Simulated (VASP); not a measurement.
Ge:

```
CELL_PARAMETERS angstrom
0.00000 2.83718 2.83718
2.83718 0.00000 2.83718
2.83718 2.83718 0.00000
ATOMIC_POSITIONS crystal
Ge 0.50000 0.50000 0.50000
Ge 0.75000 0.75000 0.75000
```

Base run:

* Program: VASP 6.6.1
* Functional: PBEsol
* Potentials or basis: VASP PAW PBE potentials, release 64 (Ge_d)
* Cutoff: 520 eV
* k mesh: 14 × 14 × 14
* Occupations: gaussian, width 0.5 eV
* Spin: no spin polarisation

Its results: band gap on the k mesh none (metal or under the smearing width); pressure 0.0 GPa.

Problem. The run is repeated on the same cell with these changes: functional from PBEsol to r2SCAN; occupations from gaussian, width 0.5 eV to gaussian, width 0.1 eV. What comes out?

Solution. Band gap on the k mesh 0.32 eV, direct; pressure 0.1 GPa.

Caveats: the PAW data sets were made with another functional, which shifts forces and pressure a little; this crystal is a semiconductor, whose small gap the functional closes, so the metal is an error of the method (some runs).

A k mesh can miss the band edges.
